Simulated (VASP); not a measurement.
Here is the system:

```
Ge
1.0
    0.00000     2.84040     2.84040
    2.84040     0.00000     2.84040
    2.84040     2.84040     0.00000
Ge
2
Direct
  0.00000   0.00000   0.00000
  0.25000   0.25000   0.25000
```

Computed with vdW-DF-cx, VASP's PBE PAW potentials (set 64) (plane waves; VASP). Numerical set-up: 520 eV cut-off, Gaussian smearing of 0.050 eV, potentials Ge_d.

Q: What does the run give for the band gap (along the path) with the smallest direct gap where there is one?

A: 
```yaml
band gap (along the path): none (metal, semimetal or under 0.01 eV)
```

Only differences to runs with the same potentials and settings are physical.

The compound is Ge in the diamond structure. It was relaxed first.
